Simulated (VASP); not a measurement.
Consider the following.

```xyz
2
Lattice="0.0000 2.7425 2.7425 2.7425 0.0000 2.7425 2.7425 2.7425 0.0000" Properties=species:S:1:pos:R:3 pbc="T T T"
Zn     0.0000     0.0000     0.0000
S      1.3713     1.3713     1.3713
```

Computed with PBE GGA with D3 dispersion (Becke-Johnson damping), VASP's PBE PAW potentials (set 64) (plane waves; VASP 6.6.1). Numerical set-up: 520 eV cut-off, 9×9×9 Γ-centred mesh, Gaussian smearing of 0.050 eV, potentials Zn S.

Task: Estimate the energy per atom (σ→0), pressure, band gap (on the k-mesh) with the smallest direct gap where there is one.

Result: 
```json
{
 "band gap (on the k-mesh)": "1.92 eV",
 "smallest direct gap (on the k-mesh)": "1.92 eV",
 "energy per atom (σ→0)": "-3.718 eV/atom",
 "pressure": "-39.1 kbar"
}
```

Only differences to runs with the same potentials and settings are physical.

The compound is ZnS in the zinc blende structure. This cell is one point of a volume scan, at 1.06 of the reference volume.
